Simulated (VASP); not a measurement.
```yaml
crystal:
  lattice:
    - [0.00000, 2.11522, 2.11522]
    - [2.11522, 0.00000, 2.11522]
    - [2.11522, 2.11522, 0.00000]
  atoms:
    - { symbol: Cl, position: [0.00000, 0.00000, 0.00000] }
```

These are PBEsol GGA, VASP's PBE PAW potentials (set 64) (plane waves; VASP) values and carry that method's errors. Numerical set-up: 400 eV cut-off, 13×13×13 Γ-centred mesh, first-order Methfessel-Paxton smearing of 0.10 eV, potentials Cl.

Task: Estimate the energy per atom (σ→0), band gap (on the k-mesh) with the smallest direct gap where there is one.

Result: 
| Item | Result |
|---|---|
| band gap (on the k-mesh) | none (metal, semimetal or under 0.01 eV) |
| energy per atom (σ→0) | -1.205 eV/atom |

The structure was generated: Cl was put into the fcc type (Fm-3m), which need not be its known phase. It was relaxed first, which changed the volume by -11 %. The start is the result of an earlier pass.
